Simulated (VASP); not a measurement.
Input:

```xyz
8
Lattice="4.2852 0.0000 0.0000 0.0000 4.2852 0.0000 0.0000 0.0000 4.2852" Properties=species:S:1:pos:R:3 pbc="T T T"
Co     3.6533     2.7745     1.5107
Co     1.5107     3.6533     2.7745
Co     0.6319     0.6319     0.6319
Co     2.7745     1.5107     3.6533
Si     0.6679     1.4747     2.8105
Si     2.8105     0.6679     1.4747
Si     3.6173     3.6173     3.6173
Si     1.4747     2.8105     0.6679
```

These are PBEsol GGA, VASP's PBE PAW potentials (set 64) (plane waves; VASP) values and carry that method's errors. Numerical set-up: 500 eV cut-off, 7×7×7 Γ-centred mesh, first-order Methfessel-Paxton smearing of 0.10 eV, potentials Co Si.

Energy and stress use the plane-wave basis of the starting cell.

The ions, cell shape and volume at an external pressure of 30.0 GPa are relaxed. Give the cell that the relaxation ends in.

```xyz
8
Lattice="4.2449 0.0000 0.0000 0.0000 4.2449 0.0000 0.0000 0.0000 4.2449" Properties=species:S:1:pos:R:3 pbc="T T T"
Co     3.6166     2.7507     1.4942
Co     1.4942     3.6166     2.7507
Co     0.6282     0.6282     0.6282
Co     2.7507     1.4942     3.6166
Si     0.6606     1.4618     2.7831
Si     2.7831     0.6606     1.4618
Si     3.5842     3.5842     3.5842
Si     1.4618     2.7831     0.6606
```
Space group P2_13 (198), at a tolerance of 0.03 Å.

How do energy and volume change from the first to the last step?

The energy (σ→0) changes by +42.7 meV/atom and the volume by -2.8 %, in 6 ionic steps.

The compound is CoSi in the B20 structure. This run relaxes it under an external pressure of 30 GPa. Symmetry was kept, so distortions that lower it aren't found. The run is not spin-polarised, so no magnetic state was tried.
